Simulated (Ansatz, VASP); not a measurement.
One calculation of TeCl2F6, two programs

INCAR

```
PREC = Accurate
ENCUT = 520
EDIFF = 1E-6
ISMEAR = -5
SIGMA = 0.1
LREAL = F
LASPH = T
NELM = 60
ALGO = Fast
ISIF = 2
LWAVE = F
LCHARG = F
GGA = PS
NBANDS = 41
```

The input KPOINTS:

```
Automatic mesh
0
Gamma
  6 6 6
```

File POSCAR:

```
TeCl2F6
1.0
    0.0000000000      5.8498490000      0.0000000000
    5.8498490000      0.0000000000      0.0000000000
    2.9249240000      2.9249240000     -4.1365040000
Te Cl F
1 2 6
Direct
    0.0000000000      0.0000000000      0.0000000000
    0.2500000000      0.7500000000      0.5000000000
    0.7500000000      0.2500000000      0.5000000000
    0.2500000000      0.2500000000      0.5000000000
    0.7500000000      0.7500000000      0.5000000000
    0.2510000000      0.2510000000      0.0000000000
    0.2510000000      0.7490000000      0.0000000000
    0.7490000000      0.7490000000      0.0000000000
    0.7490000000      0.2510000000      0.0000000000
```

Input for Ansatz:

```yaml
crystal:
  lattice:
    - [0.0, 5.849849, 0.0]
    - [5.849849, 0.0, 0.0]
    - [2.924924, 2.924924, -4.136504]
  atoms:
    - { symbol: Te, position: [0.0, 0.0, 0.0] }
    - { symbol: Cl, position: [0.25, 0.75, 0.5] }
    - { symbol: Cl, position: [0.75, 0.25, 0.5] }
    - { symbol: F, position: [0.25, 0.25, 0.5] }
    - { symbol: F, position: [0.75, 0.75, 0.5] }
    - { symbol: F, position: [0.251, 0.251, 0.0] }
    - { symbol: F, position: [0.251, 0.749, 0.0] }
    - { symbol: F, position: [0.749, 0.749, 0.0] }
    - { symbol: F, position: [0.749, 0.251, 0.0] }
  symmetry: { tolerance: 0.0003 }
kpoints:
  mp_grid: { grid: [6, 6, 6], shift: [0, 0, 0] }
  band_path:
    path:
      - [0.0, 0.0, 0.0]
      - [0.5, 0.5, 0.5]
      - [0.5, 0.5, 0.25]
      - [0.0, 0.5, 0.0]
      - [0.0, 0.0, 0.0]
      - [0.0, 0.0, -0.5]
      - [0.0, 0.25000436, -0.37499782]
      - [0.0, 0.74999564, 0.37499782]
      - [0.0, 0.0, 0.0]
      - [0.5, 0.5, 0.5]
      - [0.25000436, 0.74999564, 0.5]
    npoints: 6
magnetization:
  spin_polarized: false
scf:
  occupations: { method: tetrahedron }
  lower_state_search: "off"
  max_iter: 200
hamiltonian:
  pseudopotentials: { kind: paw }
  xc: pbesol
basis:
  ecutwfc: 420
  fft_grid_basis: typed
output:
  forces: true
  stress: true
  eigenvalues: true
  bader: true
  populations: true
  elf: true
  write_potential: true
  volumetric_format: npy
  dos:
    e_range: [-12, 8]
    de: 0.05
    projected: { site_lists: { Cl: [Cl], F: [F], Te: [Te] } }
checkpoint:
  read: saved_state
```

The cell was built by a generator and needn't be a form met in nature.

Alike in both runs: task single point; functional PBEsol; k mesh 6 × 6 × 6; occupations tetrahedron; no spin polarisation.

|  | VASP | Ansatz |
| --- | --- | --- |
| version | VASP 6.6.1 | Ansatz 0.2.0 |
| potentials or method | VASP PAW PBE potentials, release 64 (Te, Cl, F) | PAW plane waves |
| plane-wave cutoff (eV) | 520 | 420 |
| valence electrons in the cell | 62 | 72 |

Ansatz gave:

```
pressure (GPa)                                  : -9.6
largest component of the traceless stress (GPa) : 0.13
rms of the force components (eV/Å)              : 1.215
```

Question: Estimate VASP's values.

Answer: Pressure (GPa): -9.8; largest component of the traceless stress (GPa): 0.11; rms of the force components (eV/Å): 1.192.

Atom by atom the forces differ by 0.023 eV/Å (rms over components). The two sets of potentials don't hold the same shells in valence. Ansatz warned: «band_table_not_solved_further».

Caveats: the PAW data sets were made with another functional, which shifts forces and pressure a little (VASP); tetrahedron occupations give inexact forces and stress in metals. The runs have no spin-orbit coupling, so splittings on Te are missing.
